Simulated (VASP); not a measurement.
Method: PBE GGA with D4 dispersion, VASP's PBE PAW potentials (set 64) (plane waves; VASP).

The input files of a VASP run:

### INCAR
```
GGA  =  PE
EDIFFG  =  -0.01   # ionic stop
LWAVE  =  .FALSE.
LMAXMIX  =  4   # l cut-off of mixed one-centre charges
IBRION  =  2
LCHARG  =  .FALSE.
SIGMA  =  0.1   # width (eV)
ENCUT  =  520   # plane-wave cut-off (eV)
EDIFF  =  1E-6   # SCF stop (eV)
SYSTEM  =  Bi
ISMEAR  =  1
LASPH  =  .TRUE.
IVDW  =  13   # D4
ISIF  =  3   # ions, shape and volume
ALGO  =  Normal   # blocked Davidson
NSW  =  60   # most ionic steps
PREC  =  Accurate
NELM  =  100   # most electronic steps
LREAL  =  .FALSE.   # projection in real space or not
```

File KPOINTS:
```
Automatic
0
G
  9 9 9
0 0 0
```

### POSCAR
```
Bi
1
    4.1658200000    -2.2750000000     0.0000000000
    4.1658200000     2.2750000000     0.0000000000
    2.9234170000     0.0000000000     3.7394270000
Bi
2
Direct
  0.2340000000   0.2340000000   0.2340000000
  0.7660000000   0.7660000000   0.7660000000
```

POTCAR, in this order: Bi_d (PBE.64 set). Program: vasp_std.

Output

### OSZICAR
```
...
       N       E                     dE             d eps       ncg     rms          rms(c)
DAV:   1    -0.775680476057E+01   -0.25477E-02   -0.24081E-01  3512   0.724E+00    0.428E-01
DAV:   2    -0.775125435114E+01    0.55504E-02   -0.14156E-02  3491   0.178E+00    0.175E-01
DAV:   3    -0.775022674800E+01    0.10276E-02   -0.53829E-03  4097   0.106E+00    0.199E-02
DAV:   4    -0.775024183069E+01   -0.15083E-04   -0.13888E-04  3365   0.115E-01    0.104E-02
DAV:   5    -0.775025524256E+01   -0.13412E-04   -0.28175E-05  3902   0.504E-02    0.700E-03
DAV:   6    -0.775025805302E+01   -0.28105E-05   -0.25064E-06  2631   0.142E-02    0.138E-03
DAV:   7    -0.775025726447E+01    0.78855E-06   -0.41699E-07  1621   0.736E-03
   3 F= -.87520062E+01 E0= -.87520499E+01  d E =-.493413E-02
       N       E                     dE             d eps       ncg     rms          rms(c)
DAV:   1    -0.774592385216E+01    0.43342E-02   -0.24795E+00  3542   0.107E+01    0.173E-01
DAV:   2    -0.775334190518E+01   -0.74181E-02   -0.79332E-02  4719   0.317E+00    0.138E-01
DAV:   3    -0.775297011928E+01    0.37179E-03   -0.86880E-04  3617   0.349E-01    0.936E-02
DAV:   4    -0.775266293148E+01    0.30719E-03   -0.13659E-03  4207   0.591E-01    0.204E-02
DAV:   5    -0.775266812807E+01   -0.51966E-05   -0.12894E-04  3449   0.136E-01    0.116E-02
DAV:   6    -0.775266721129E+01    0.91678E-06   -0.18976E-05  4026   0.607E-02    0.273E-03
DAV:   7    -0.775266736193E+01   -0.15063E-06   -0.49492E-07  1630   0.888E-03
   4 F= -.87555864E+01 E0= -.87556153E+01  d E =-.358027E-02
       N       E                     dE             d eps       ncg     rms          rms(c)
DAV:   1    -0.774861899629E+01    0.40482E-02   -0.14888E+00  3542   0.829E+00    0.135E-01
DAV:   2    -0.775320592406E+01   -0.45869E-02   -0.48923E-02  4725   0.246E+00    0.108E-01
DAV:   3    -0.775298142728E+01    0.22450E-03   -0.52337E-04  3598   0.273E-01    0.734E-02
DAV:   4    -0.775279225356E+01    0.18917E-03   -0.82642E-04  4207   0.461E-01    0.158E-02
DAV:   5    -0.775279583253E+01   -0.35790E-05   -0.78094E-05  3467   0.106E-01    0.870E-03
DAV:   6    -0.775279561787E+01    0.21466E-06   -0.10820E-05  3537   0.460E-02    0.212E-03
DAV:   7    -0.775279568620E+01   -0.68328E-07   -0.33174E-07  1624   0.703E-03
   5 F= -.87566213E+01 E0= -.87566483E+01  d E =-.461513E-02
       N       E                     dE             d eps       ncg     rms          rms(c)
DAV:   1    -0.775247409255E+01    0.32153E-03   -0.59238E-02  3539   0.167E+00    0.273E-02
DAV:   2    -0.775266761008E+01   -0.19352E-03   -0.20512E-03  4737   0.485E-01    0.216E-02
DAV:   3    -0.775265805324E+01    0.95568E-05   -0.21964E-05  3566   0.564E-02    0.146E-02
DAV:   4    -0.775264979972E+01    0.82535E-05   -0.31502E-05  4195   0.901E-02    0.307E-03
DAV:   5    -0.775265017165E+01   -0.37193E-06   -0.28814E-06  2435   0.207E-02
   6 F= -.87566576E+01 E0= -.87566854E+01  d E =-.465139E-02
       N       E                     dE             d eps       ncg     rms          rms(c)
DAV:   1    -0.775409340605E+01   -0.14436E-02   -0.13724E-01  3517   0.380E+00    0.280E-01
DAV:   2    -0.775218020218E+01    0.19132E-02   -0.60936E-03  3518   0.131E+00    0.162E-01
DAV:   3    -0.775126268946E+01    0.91751E-03   -0.28141E-03  4277   0.959E-01    0.339E-02
DAV:   4    -0.775128947341E+01   -0.26784E-04   -0.62226E-04  3518   0.357E-01    0.151E-02
DAV:   5    -0.775128601242E+01    0.34610E-05   -0.26077E-05  5130   0.935E-02    0.404E-03
DAV:   6    -0.775128607633E+01   -0.63907E-07   -0.51914E-06  3083   0.318E-02
   7 F= -.87569924E+01 E0= -.87570087E+01  d E =-.334840E-03
       N       E                     dE             d eps       ncg     rms          rms(c)
DAV:   1    -0.775195915159E+01   -0.67314E-03   -0.94784E-02  3517   0.317E+00    0.233E-01
DAV:   2    -0.775063502445E+01    0.13241E-02   -0.41951E-03  3518   0.110E+00    0.135E-01
DAV:   3    -0.775000238621E+01    0.63264E-03   -0.19513E-03  4261   0.799E-01    0.283E-02
DAV:   4    -0.775002195429E+01   -0.19568E-04   -0.43269E-04  3518   0.297E-01    0.126E-02
DAV:   5    -0.775001953536E+01    0.24189E-05   -0.18252E-05  5002   0.788E-02    0.335E-03
DAV:   6    -0.775001955501E+01   -0.19650E-07   -0.37815E-06  2894   0.276E-02
   8 F= -.87571400E+01 E0= -.87571491E+01  d E =-.482462E-03
       N       E                     dE             d eps       ncg     rms          rms(c)
DAV:   1    -0.775493646329E+01   -0.49169E-02   -0.38038E-01  3514   0.634E+00    0.468E-01
DAV:   2    -0.774960808562E+01    0.53284E-02   -0.16924E-02  3518   0.213E+00    0.271E-01
DAV:   3    -0.774705494577E+01    0.25531E-02   -0.76746E-03  4288   0.157E+00    0.556E-02
DAV:   4    -0.774711731390E+01   -0.62368E-04   -0.16476E-03  3518   0.579E-01    0.245E-02
DAV:   5    -0.774710767325E+01    0.96406E-05   -0.67894E-05  5060   0.149E-01    0.657E-03
DAV:   6    -0.774710811037E+01   -0.43712E-06   -0.13961E-05  3347   0.522E-02    0.345E-03
DAV:   7    -0.774710861360E+01   -0.50322E-06   -0.94846E-07  1663   0.145E-02
   9 F= -.87570903E+01 E0= -.87570905E+01  d E =-.432754E-03
       N       E                     dE             d eps       ncg     rms          rms(c)
DAV:   1    -0.775243459705E+01   -0.53265E-02   -0.16419E-01  3509   0.422E+00    0.306E-01
DAV:   2    -0.775015418067E+01    0.22804E-02   -0.72853E-03  3520   0.144E+00    0.177E-01
DAV:   3    -0.774906514033E+01    0.10890E-02   -0.34031E-03  4264   0.104E+00    0.378E-02
DAV:   4    -0.774907542745E+01   -0.10287E-04   -0.72224E-04  3515   0.376E-01    0.170E-02
DAV:   5    -0.774906737721E+01    0.80502E-05   -0.33920E-05  5077   0.110E-01    0.425E-03
DAV:   6    -0.774906821011E+01   -0.83290E-06   -0.69272E-06  3170   0.374E-02
  10 F= -.87571779E+01 E0= -.87571832E+01  d E =-.520306E-03
       N       E                     dE             d eps       ncg     rms          rms(c)
DAV:   1    -0.774884776477E+01    0.21961E-03   -0.46064E-03  3517   0.698E-01    0.518E-02
DAV:   2    -0.774878089094E+01    0.66874E-04   -0.20636E-04  3515   0.250E-01    0.299E-02
DAV:   3    -0.774874989088E+01    0.31000E-04   -0.98227E-05  4263   0.178E-01    0.644E-03
DAV:   4    -0.774875191284E+01   -0.20220E-05   -0.21575E-05  3506   0.661E-02    0.292E-03
DAV:   5    -0.774875182738E+01    0.85451E-07   -0.55518E-07  1636   0.187E-02
  11 F= -.87571764E+01 E0= -.87571807E+01  d E =-.518848E-03
       N       E                     dE             d eps       ncg     rms          rms(c)
DAV:   1    -0.775509289867E+01   -0.63410E-02   -0.11065E-01  3578   0.501E+00    0.307E-01
DAV:   2    -0.775231754986E+01    0.27753E-02   -0.61784E-03  3550   0.132E+00    0.139E-01
DAV:   3    -0.775165104305E+01    0.66651E-03   -0.26820E-03  4214   0.805E-01    0.252E-02
DAV:   4    -0.775164043249E+01    0.10611E-04   -0.18127E-04  3468   0.161E-01    0.889E-03
DAV:   5    -0.775163736388E+01    0.30686E-05   -0.23690E-05  4380   0.721E-02    0.530E-03
DAV:   6    -0.775163724402E+01    0.11986E-06   -0.25623E-06  1925   0.310E-02
  12 F= -.87571874E+01 E0= -.87571904E+01  d E =-.110017E-04
       N       E                     dE             d eps       ncg     rms          rms(c)
DAV:   1    -0.775106606777E+01    0.57130E-03   -0.20279E-02  3584   0.213E+00    0.132E-01
DAV:   2    -0.775054630084E+01    0.51977E-03   -0.11405E-03  3520   0.567E-01    0.594E-02
DAV:   3    -0.775042575337E+01    0.12055E-03   -0.49338E-04  4208   0.345E-01    0.109E-02
DAV:   4    -0.775042907397E+01   -0.33206E-05   -0.32920E-05  3454   0.678E-02    0.381E-03
DAV:   5    -0.775043009445E+01   -0.10205E-05   -0.38316E-06  2721   0.304E-02    0.200E-03
DAV:   6    -0.775043010486E+01   -0.10407E-07   -0.62065E-07  1621   0.149E-02
  13 F= -.87572116E+01 E0= -.87572151E+01  d E =-.352360E-04
```

### OUTCAR
```
------------------------ aborting loop because EDIFF is reached ----------------------------------------
  Edisp (eV):   -1.00678
  FORCE on cell =-STRESS in cart. coord.  units (eV):
  Direction    XX          YY          ZZ          XY          YZ          ZX
  --------------------------------------------------------------------------------------
  Total      -0.00105    -0.00324    -0.00300     0.00000     0.00000     0.00073
  in kB      -0.02444    -0.07527    -0.06966     0.00000     0.00000     0.01689
  external pressure =       -0.06 kB  Pullay stress =        0.00 kB
  volume of cell :       68.90
      direct lattice vectors                 reciprocal lattice vectors
     4.088578299 -2.265923952 -0.020141396     0.121829970 -0.220660539 -0.093768593
     4.088578299  2.265923952 -0.020141396     0.121829970  0.220660539 -0.093768593
     2.851131836  0.000000000  3.704367263     0.001324829  0.000000000  0.268931957
 POSITION                                       TOTAL-FORCE (eV/Angst)
 -----------------------------------------------------------------------------------
      2.61639      0.00000      0.86928        -0.002787     -0.000000     -0.000926
      8.41190      0.00000      2.79480         0.002787      0.000000      0.000926
 -----------------------------------------------------------------------------------
    total drift:                                0.000000      0.000000      0.000000
  FREE ENERGIE OF THE ION-ELECTRON SYSTEM (eV)
  ---------------------------------------------------
  free  energy   TOTEN  =        -8.7572116378 eV

  energy  without entropy=       -8.7572219584  energy(sigma->0) =       -8.75721508

 reached required accuracy - stopping structural energy minimisation
```
(Selected blocks of OUTCAR.)

File CONTCAR:
```
Bi
   1.00000000000000
     4.0885782991317985   -2.2659239522741994   -0.0201413963865680
     4.0885782991317985    2.2659239522741994   -0.0201413963865680
     2.8511318357347046    0.0000000000000000    3.7043672627426560
  Bi
     2
Direct
     0.2372436457958450    0.2372436457958450    0.2372436457941624
     0.7627563542041549    0.7627563542041549    0.7627563542058377
```

OUTCAR:
```
 val. band max:        6.5360688197   @ k =   0.4444  -0.0000   0.0000

 cond. band min:       6.5601224847   @ k =   0.2222   0.2222   0.1111


 Fermi energy:         6.5395717508

 k-point     1 :       0.0000    0.0000    0.0000
  band No.  band energies     occupation
      1     -16.3803      2.00000
      2     -16.3803      2.00000
      3     -16.2257      2.00000
      4     -16.2257      2.00000
      5     -16.2162      2.00000
      6     -16.0372      2.00000
      7     -16.0290      2.00000
      8     -16.0290      2.00000
      9     -15.9008      2.00000
     10     -15.9008      2.00000
     11      -6.6031      2.00000
     12      -0.8290      2.00000
     13       5.0748      2.00000
     14       5.3193      2.00000
     15       5.3193      2.00000
     16       9.3365      0.00000
     17       9.6277      0.00000
     18       9.6277      0.00000
     19      12.0876      0.00000

 k-point     2 :       0.1111   -0.0000    0.0000
  band No.  band energies     occupation
      1     -16.3697      2.00000
      2     -16.3681      2.00000
      3     -16.2211      2.00000
      4     -16.2188      2.00000
      5     -16.2099      2.00000
      6     -16.0429      2.00000
      7     -16.0348      2.00000
      8     -16.0334      2.00000
      9     -15.9144      2.00000
     10     -15.9122      2.00000
     11      -6.4853      2.00000
     12      -1.1153      2.00000
     13       5.1313      2.00000
     14       5.3271      2.00000
     15       5.3548      2.00000
     16       8.9856      0.00000
     17       9.1418      0.00000
     18       9.2933      0.00000
     19      11.6867      0.00000

 k-point     3 :       0.2222   -0.0000    0.0000
  band No.  band energies     occupation
      1     -16.3399      2.00000
      2     -16.3328      2.00000
      3     -16.2091      2.00000
      4     -16.1995      2.00000
      5     -16.1911      2.00000
      6     -16.0611      2.00000
      7     -16.0514      2.00000
...
```

Energy and stress use the plane-wave basis of the starting cell. Unless said otherwise, spin-orbit coupling is left out, though it shifts the bands of the heavy elements here.

The compound is Bi in the a7 structure. This run relaxes it. Symmetry was kept, so distortions that lower it aren't found.
